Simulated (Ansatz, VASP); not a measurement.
## One calculation of ZnCdF4, two programs

Contents of INCAR:

```
SYSTEM = ZnCdF4
PREC = Accurate
ENCUT = 520
EDIFF = 1E-7
ISMEAR = 0
SIGMA = 0.1
LREAL = .FALSE.
LASPH = .TRUE.
NELM = 100
ALGO = Normal
ISIF = 2
LWAVE = .FALSE.
LCHARG = .FALSE.
GGA = PE
NBANDS = 35
```

KPOINTS

```
regular mesh
0
G
  4 4 4
  0 0 0
```

File POSCAR:

```
ZnCdF4
1.0
    3.7620000000      0.0000000000      0.0000000000
    0.0000000000      3.7620000000      0.0000000000
    0.0000000000      0.0000000000      6.2494897400
Zn Cd F
1 1 4
Direct
    0.0000000000      0.0000000000      0.0000000000
    0.5000000000      0.5000000000      0.5000000000
    0.0000000000      0.0000000000      0.6959751800
    0.5000000000      0.0000000000      0.0000000000
    0.0000000000      0.5000000000      0.0000000000
    0.0000000000      0.0000000000      0.3040248200
```

Input for Ansatz:

```yaml
crystal:
  lattice:
    - [3.762, 0.0, 0.0]
    - [0.0, 3.762, 0.0]
    - [0.0, 0.0, 6.24948974]
  atoms:
    - { symbol: Zn, position: [0.0, 0.0, 0.0] }
    - { symbol: Cd, position: [0.5, 0.5, 0.5] }
    - { symbol: F, position: [0.0, 0.0, 0.69597518] }
    - { symbol: F, position: [0.5, 0.0, 0.0] }
    - { symbol: F, position: [0.0, 0.5, 0.0] }
    - { symbol: F, position: [0.0, 0.0, 0.30402482] }
basis:
  ecutwfc: 420
kpoints:
  mp_grid: { grid: [4, 4, 4] }
hamiltonian:
  xc: pbe
scf:
  occupations: { method: gaussian, width: 0.1 }
  lower_state_search: "off"
output:
  forces: true
  stress: true
  eigenvalues: true
```

Alike in both runs: task single point; functional PBE; k mesh 4 × 4 × 4; occupations gaussian, width 0.1 eV; no spin polarisation.

|  | VASP | Ansatz |
| --- | --- | --- |
| version | VASP 6.6.1 | Ansatz 0.2.0 |
| potentials or method | VASP PAW PBE potentials, release 64 (Zn, Cd, F) | scalar-relativistic, plane waves, PAW |
| plane-wave cutoff (eV) | 520 | 420 |
| valence electrons in the cell | 52 | 60 |

```csv
,VASP,Ansatz,Ansatz less VASP
gap on the k mesh at the Fermi level (eV),none,none,-
pressure (GPa),4.9,4.4,-0.52
largest component of the traceless stress (GPa),5.17,5.15,-0.022
rms of the force components (eV/Å),0.668,0.632,-0.0362
```

Atom by atom the forces differ by 0.036 eV/Å (rms over components). A gap of «none» marks a metal or a gap that the smearing closes. The two sets of potentials don't hold the same shells in valence.

Caveats: the k mesh is coarse (spacing up to 0.42 Å⁻¹), so the values aren't converged; forces of over 1 eV/Å show positions far from the minimum, so gaps and moduli don't describe the material at rest.
